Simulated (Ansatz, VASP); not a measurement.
# Ge (Germanium): VASP beside Ansatz, part 2 of 2

One calculation is typed for both programs; each brings its own data sets. How far apart do they land? The cell is taken from a series of runs on this material, whose earlier steps may have relaxed, scaled, displaced or heated it; both programs get it as it stands.

VASP 6.6.1 and Ansatz 0.2.0.

So far: The structure; VASP: zone-centre phonons, LDA.

### 2. VASP: zone-centre phonons, LDA (continued)

Level of this step: LDA; plane waves and PAW (Ge_d) (VASP).

Numbers of over 12 decimals in the logs are rounded to 6 here.

Parts of OUTCAR (step 2):

```text
ion  position               nearest neighbor table
   1  0.500  0.500  0.500-   2 2.40   2 2.40   2 2.40   2 2.40
   2  0.750  0.750  0.750-   1 2.40   1 2.40   1 2.40   1 2.40

  LATTYP: Found a body centered tetragonal cell.
 ALAT       =     3.8159907915
 C/A-ratio  =     1.5179040833

 Subroutine GETGRP returns: Found  8 space group operations
 (whereof  2 operations were pure point group operations)

The static configuration has the point symmetry C_1h.
 The point group associated with its full space group is D_2h.

   k-points           NKPTS =   1728   k-points in BZ     NKDIM =   1728   number of bands    NBANDS=     20

   dimension x,y,z NGX =    30 NGY =   30 NGZ =   28
   dimension x,y,z NGXF=    60 NGYF=   60 NGZF=   56

   ENCUT  =  500.0 eV  36.75 Ry    6.06 a.u.   7.22  7.22  6.96*2*pi/ulx,y,z

   NELECT =      28.0000    total number of electrons

 k-points in reciprocal lattice and weights: Points of the shifted mesh
   0.04166667  0.04166667  0.04166667       0.001
   0.04166667  0.04166667  0.12500000       0.001
   0.04166667  0.04166667  0.20833333       0.001
   0.04166667  0.04166667  0.29166667       0.001
   0.04166667  0.04166667  0.37500000       0.001
   0.04166667  0.04166667  0.45833333       0.001
   0.04166667  0.04166667  0.54166667       0.001
   0.04166667  0.04166667  0.62500000       0.001
   0.04166667  0.04166667  0.70833333       0.001
[...]
0.95833333  0.95833333  0.87500000       0.001
   0.95833333  0.95833333  0.95833333       0.001

 average (electrostatic) potential at core
       1 -74.7815       2 -74.7815

  Total        1.6661290      1.6661290      0.0197958     -0.0030078      0.0000000      0.0000000
  in kB       63.2969702     63.2969702      0.7520518     -0.1142688      0.0000000      0.0000000
  external PRESSURE =      42.4486641 kB  Pullay stress =       0.0000000 kB

  energy-cutoff  :      500.00
  volume of cell :       42.17
      direct lattice vectors                 reciprocal lattice vectors
     0.000000000  2.698312966  2.896154002    -0.185300966  0.185300966  0.172642753
     2.698312966  0.000000000  2.896154002     0.185300966 -0.185300966  0.172642753
     2.698312966  2.698312966  0.000000000     0.185300966  0.185300966 -0.172642753

 POSITION                                       TOTAL-FORCE (eV/Angst)
 -----------------------------------------------------------------------------------
      2.69823      2.69823      2.89585         0.000000      0.000000     -0.000390
      4.04739      4.04739      4.34419        -0.000000     -0.000000      0.000390
 -----------------------------------------------------------------------------------
    total drift:                               -0.000001     -0.000001      0.000002

 Eigenvectors and eigenvalues of the dynamical matrix
 ----------------------------------------------------

   1 f  =    9.369230 THz    58.868607 2PiTHz  312.523865 cm-1    38.748003 meV
             X         Y         Z           dx          dy          dz
      2.698231  2.698231  2.895849     0.000000    0.000000   -0.707107
      4.047388  4.047388  4.344185    -0.000000    0.000000    0.707107

   2 f  =    9.232223 THz    58.007770 2PiTHz  307.953824 cm-1    38.181391 meV
             X         Y         Z           dx          dy          dz
      2.698231  2.698231  2.895849     0.500000    0.500000    0.000000
      4.047388  4.047388  4.344185    -0.500000   -0.500000    0.000000

   3 f  =    9.213376 THz    57.889348 2PiTHz  307.325137 cm-1    38.103444 meV
             X         Y         Z           dx          dy          dz
      2.698231  2.698231  2.895849    -0.500000    0.500000   -0.000000
      4.047388  4.047388  4.344185     0.500000   -0.500000    0.000000

   4 f  =    0.000000 THz     0.000000 2PiTHz    0.000000 cm-1     0.000000 meV
             X         Y         Z           dx          dy          dz
      2.698231  2.698231  2.895849    -0.000000   -0.000000    0.707107
      4.047388  4.047388  4.344185     0.000000    0.000000    0.707107

   5 f/i=    0.000000 THz     0.000001 2PiTHz    0.000003 cm-1     0.000000 meV
             X         Y         Z           dx          dy          dz
      2.698231  2.698231  2.895849    -0.500000    0.500000    0.000000
      4.047388  4.047388  4.344185    -0.500000    0.500000    0.000000

   6 f/i=    0.000000 THz     0.000001 2PiTHz    0.000003 cm-1     0.000000 meV
             X         Y         Z           dx          dy          dz
      2.698231  2.698231  2.895849    -0.500000   -0.500000    0.000000
      4.047388  4.047388  4.344185    -0.500000   -0.500000    0.000000

 ELASTIC MODULI CONTR FROM IONIC RELAXATION (kBar)
 Direction    XX          YY          ZZ          XY          YZ          ZX
 --------------------------------------------------------------------------------
 XX          -0.0023     -0.0023      0.0206      0.8473     -0.0000     -0.0000
 YY          -0.0023     -0.0023      0.0206      0.8473     -0.0000     -0.0000
 ZZ           0.0206      0.0206     -0.1861     -7.6720      0.0000      0.0000
 XY           0.8473      0.8473     -7.6720   -316.3221      0.0000     -0.0000
 YZ          -0.0000     -0.0000      0.0000      0.0000   -376.1239     -4.4839
 ZX          -0.0000     -0.0000      0.0000     -0.0000     -4.4839   -373.8638
 --------------------------------------------------------------------------------
```

### 3. Ansatz: zone-centre phonons, LDA

Ansatz runs on its PAW soft_1 files.

The same cell, functional (in two slightly different forms), mesh and smearing now go to Ansatz, which takes its cutoff from its data sets.

Input file input.yaml:

```yaml
crystal:
  lattice:
    - [0.0, 2.6983129656, 2.8961540022]
    - [2.6983129656, 0.0, 2.8961540022]
    - [2.6983129656, 2.6983129656, 0.0]
  atoms:
    - { symbol: Ge, position: [0.4999776423, 0.4999776423, 0.4999921013] }
    - { symbol: Ge, position: [0.7500223577, 0.7500223577, 0.7500078987] }
kpoints:
  mp_grid: { grid: [12, 12, 12], shift: [0.5, 0.5, 0.5] }
hamiltonian:
  xc: lda
  pseudopotentials: { kind: paw, azcp: { folder: soft_1 }, xc_functional: pbe }
scf:
  occupations: { method: gaussian, width: 0.015 }
output:
  eigenvalues: true
phonons:
  method: dfpt
```

Started as:

```sh
$ ansatz run input.yaml --threads 4 --pin off --max-ram 10240MiB --backend cpu --events-out ev --progress --plain --runs-dir out
```

The log of the run:

```text
Engine: ansatz 0.2.0, aarch64-unknown-linux-gnu
Pseudopotentials: kind: paw
Pseudopotential: Ge, paw, valence charge 14, recommended cutoff 420 eV (normal), soft_1/Ge.paw.azcp
Functional definition: SPW92
  exchange = slater_x
  correlation = pw_c
Crystal: 2 atoms, lattice volume = 42.173 Å³
Basis set: ecut = 420 eV, 821 PW (Γ), exchange–correlation on 64×64×64 points (8 copies of the dense FFT grid, shifted against one another)
Bands: 18, of which v1, the nominal top of the filled ones, is band 14 counted from 1 (13 counted from 0)
Symmetry: 4 space group operations
k-points: 864 of 1728 (irreducible under 1 space group operation, time reversal used)
Non-local potential: Ge, projectors of the file, l = 0: 2, l = 1: 2, l = 2: 3, l = 3: 1
PAW form: soft (Blöchl's): semilocal exchange-correlation on the pseudo side does not see the compensation charge
PAW frozen core: Ge, regenerated for the run's functional, and the local potential with it (the file was generated under x = pbe(κ = 0.804, μ = 0.219515), c = pbe(β = 0.066725))
PAW one-centre angular grid: Ge, 590 points (default); XC on 64 Gauss nodes
Initial density: superposition of atomic densities (chi_scale 0.1, normalization cell)
Initial wavefunctions: pseudopotential atomic-orbital guess
Functional: x = slater, c = lda
SCF iter   1: F=—  HF=-8431.540345 eV  |F-HF|=—  |Δ(HF+E_count)|=         —  Δρ=3.78e-2  dr2=5.49e-1  ethr=3.10e-3  ⟨swp⟩=6.0  Hψ=74369  notcnv=0
preconditioner: auto → none  [insulator: Δε(μ)=0.155 eV  Ē_g=23.712 eV  σ=0.015 eV  W_gap=1.00  n_scr=14 (ndim 8)  ℏωp=30.3 eV  f_vac=0.000  D(μ)=0.00/eV (n_scr^D=0)  ε∞_Penn≈2.6]
SCF iter   2: F=—  HF=-8431.405490 eV  |F-HF|=—  |Δ(HF+E_count)|=   1.35e-1  Δρ=1.71e-2  dr2=8.78e-2  ethr=1.96e-3  ⟨swp⟩=2.0  Hψ=25920  notcnv=0
SCF iter   3: F=—  HF=-8431.389839 eV  |F-HF|=—  |Δ(HF+E_count)|=   1.57e-2  Δρ=2.71e-3  dr2=8.10e-4  ethr=3.14e-4  ⟨swp⟩=2.0  Hψ=22501  notcnv=0
SCF iter   4: F=—  HF=-8431.389802 eV  |F-HF|=—  |Δ(HF+E_count)|=   3.76e-5  Δρ=4.81e-4  dr2=8.19e-5  ethr=2.89e-6  ⟨swp⟩=2.0  Hψ=31096  notcnv=0
SCF iter   5: F=—  HF=-8431.389616 eV  |F-HF|=—  |Δ(HF+E_count)|=   1.86e-4  Δρ=5.50e-5  dr2=7.39e-7  ethr=2.92e-7  ⟨swp⟩=2.0  Hψ=31005  notcnv=0
SCF iter   6: F=—  HF=-8431.389612 eV  |F-HF|=—  |Δ(HF+E_count)|=   3.84e-6  Δρ=3.37e-5  dr2=2.50e-7  ethr=2.64e-9  ⟨swp⟩=2.0  Hψ=27648  notcnv=0
SCF iter   7: F=—  HF=-8431.389612 eV  |F-HF|=—  |Δ(HF+E_count)|=   2.08e-7  Δρ=4.01e-6  dr2=3.16e-9  ethr=8.93e-10  ⟨swp⟩=2.0  Hψ=25874  notcnv=0
SCF iter   8: F=—  HF=-8431.389612 eV  |F-HF|=—  |Δ(HF+E_count)|=   2.85e-9  Δρ=4.69e-7  dr2=4.08e-11  ethr=1.13e-11  ⟨swp⟩=2.0  Hψ=27649  notcnv=0
SCF iter   9: F=-8431.389612 eV  HF=-8431.389612 eV  |F-HF|=3.64e-12  |Δ(HF+E_count)|=  2.36e-11  Δρ=7.08e-8  dr2=7.00e-13  ethr=1.00e-12  ⟨swp⟩=5.2  Hψ=67475  notcnv=0
SCF 1 converged in 9 iterations: F = -8431.389612 eV  dr2 = 7.00e-13
  greatest PAW one-centre occupation: 0.998 electrons in one spin orbital (limit 2), on the Ge atom at site 1 (counted from 0), in its partial waves of l = 2
DFPT response loops at Γ: preconditioner auto → Kerker (q_TF=auto, 2.548 Å⁻¹) (partly filled bands, converged f_vac=0.043); β = 1.00, the filter's whole step (`scf.mixing.beta` (0.50) is not read by the response loops under this deck's `scf.mixing.preconditioner`; to damp them name `kerker` or `kerker_dos`, under which they read `scf.mixing.beta`, and type it under 1.00, their step now; both keys bind the ground state too); Broyden in place of MSR1
SCF converged after 9 iterations
Free energy (F): -8431.389612 eV
Harris-Foulkes:  -8431.389612 eV  (|F-HF|=3.64e-12)
Internal energy: -8431.389599 eV  (E = F + TS)
E sigma→0 (E₀):  -8431.389605 eV
Entropy (-TS):   -0.000013 eV (-0.007 meV/atom)
Fermi energy:    9.371309 eV
--- Per-component energies (eV) ---
  E_band       = -287.745936
  E_kinetic    = 188.672884
  E_local      = -4404.080051  (includes V_loc(G=0)·N_el)
  E_nonlocal   = 442.735386
  E_hartree    = 2104.555771
  E_xc         = -143.929395
  E_vxc        = -132.682496  (∫ρ·V_xc dr)
  E_paw        = -3869.543313  (= ΣΔE_a)
  E_vpaw       = -591.503293  (= ΣTr[D̂ρ^β])
  E_aug_tail   = 0.000033  (compensation charges beyond the density's cutoff)
  E_ewald      = -2753.617567
  E_core_change = 3.816653  (= ΣΔE_core)
  E_smearing   = -0.000013  (= −TS)
  E_closure    = -0.000000  (closes the sum)
  Σ components = -8431.389612   (vs F -8431.389612, Δ=0.00e0)
--- Band table (eV; the first three rows and the last of 864) ---
  k-point 0: bands = [... 10 lower, -4.1401, 8.4630, 9.0434, 9.3620, 10.1064, 11.7333, 11.7432, 12.1079]
  k-point 1: bands = [... 10 lower, -4.0146, 7.3969, 8.3387, 9.3055, 10.6474, 11.8282, 11.8751, 12.9654]
  k-point 2: bands = [... 10 lower, -3.7122, 5.6755, 7.9075, 8.9929, 10.4463, 12.3618, 12.5167, 14.0804]
  k-point 863: bands = [... 10 lower, -1.8797, 1.2384, 7.2382, 7.8361, 9.6203, 12.9287, 13.1513, 16.3999]
--- Phonons (Γ-DFPT): 2 representative perturbations + reference, on 864 of 1728 k-points (Σ response iterations 6) ---
  k mesh reduced under 1 symmetry operation, with k and −k counted as one. Each operation leaves every solved perturbation unchanged. A smaller set is not used because it would not reduce the number of displacements times k-points to solve
  ASR residual: 8.236e-6 → 0.000e0 eV/Å²; symmetrization residual: 2.525e-6 eV/Å²
  ASR residual per site (eV/Å²): 8.24e-6 8.24e-6
  Γ frequencies (cm⁻¹): 0.00 0.00 0.00 303.81 306.14 310.02
  non-analytic LO–TO correction: not included (Born effective charges unavailable; polar crystals: no LO–TO splitting at Γ)
```

### 4. Comparison

Known differences besides the potentials themselves: the cutoff is 420 eV in Ansatz and 500 eV in VASP; VASP's log shows a relativistic correction to its local exchange, Ansatz's none. Total energies have different zeros and are not compared.

The two programs side by side:

```
             quantity  Ansatz   VASP  difference
optical mode 1 (cm⁻¹)   303.8  307.3     -1.14 %
optical mode 2 (cm⁻¹)   306.1  308.0     -0.59 %
optical mode 3 (cm⁻¹)   310.0  312.5     -0.80 %
```

Our record labels this cell a metal in Ansatz alone; each run is judged by its own test, so with a small gap or wide smearing the label says little about the levels. Modes are paired by rising frequency, not by their patterns, so a pair may set unlike modes beside each other; they are those without the splitting of longitudinal modes.

### 5. What came out

```yaml
r_m_s_difference_of_the_optical_zone_centre_modes_each_program_s_sorted_by_frequency_zone_centre_phonons_lda: 2.7 cm⁻¹
difference_in_optical_mode_1_zone_centre_phonons_lda: -1.1 %
```

**Reading.** The r.m.s. difference of the optical zone-centre modes, each program's sorted by frequency is 2.7 cm⁻¹ (zone-centre phonons, LDA). Among the rows given in per cent, the largest difference of the zone-centre phonons, LDA pair is in optical mode 1, -1.1 %. Such differences can come from data sets, numerical settings and the points named under the comparisons, not from the functional's error against experiment.

[Lines on the potential files, build, host, timing and source positions are cut from VASP's logs without a mark.]

[Logs are printed without paths, hosts, clocks, repeated set-up lines and the standing remarks that a program may print on its own settings, such as how far it seeks lower states.]

[Hosts, paths, dates, database ids (printed as entryN), source tags and the programs' standing remarks are cut or masked in the printed files.]
